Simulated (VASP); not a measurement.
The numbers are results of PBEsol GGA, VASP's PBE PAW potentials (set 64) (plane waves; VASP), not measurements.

The input files of a VASP run:

### KPOINTS_OPT
```
k-points along high-symmetry lines
10
Line-mode
Reciprocal
  0.000000   0.000000   0.000000 ! GAMMA
  0.500000   0.000000   0.500000 ! X

  0.500000   0.000000   0.500000 ! X
  0.625000   0.250000   0.625000 ! U

  0.375000   0.375000   0.750000 ! K
  0.000000   0.000000   0.000000 ! GAMMA

  0.000000   0.000000   0.000000 ! GAMMA
  0.500000   0.500000   0.500000 ! L

  0.500000   0.500000   0.500000 ! L
  0.500000   0.250000   0.750000 ! W

  0.500000   0.250000   0.750000 ! W
  0.500000   0.000000   0.500000 ! X
```

### POSCAR
```
Fe3Si
3.9791660
  0.0000000000   0.7071067153   0.7071067153
  0.7071067153   0.0000000000   0.7071067153
  0.7071067153   0.7071067153   0.0000000000
Fe Si
3 1
Cart
  1.0606600730   1.0606600730   1.0606600730
  0.3535533577   0.3535533577   0.3535533577
  0.7071067153   0.7071067153   0.7071067153
  0.0000000000   0.0000000000   0.0000000000
```

KPOINTS:
```
Automatic mesh
0
gamma
7 7 7
```

INCAR:
```
SYSTEM = Fe3Si
ISPIN = 2   # spin-polarised
NELM = 100   # most electronic steps
ENCUT = 300   # plane-wave cut-off (eV)
LASPH = T
LWAVE = F
LORBIT = 11
ALGO = Normal
LCHARG = F
GGA = PS   # PBEsol
LREAL = F   # projection in real space or not
ISIF = 2   # forces and stress, cell fixed
ISMEAR = -1   # Fermi-Dirac
SIGMA = 0.05
PREC = Accurate
EDIFF = 1E-6
LMAXMIX = 4   # l cut-off of mixed one-centre charges
```

POTCAR, in this order: Fe Si (PBE.64 set). Program: vasp_std. The INCAR's line for the spin-polarised start is left out here.

What will the output report for the number of irreducible k-points (NKPTS), largest plane-wave count, number of space-group operations, FFT grid (NGX, NGY, NGZ)?

```
Quantity                                      Result
--------------------------------------  ------------
number of irreducible k-points (NKPTS)            20
largest plane-wave count                         536
number of space-group operations                  48
FFT grid (NGX, NGY, NGZ)                24 × 24 × 24
```

The structure comes from a computed database's Fe3Si entry; how it stands against other phases isn't given here. The cell was not relaxed at this level.
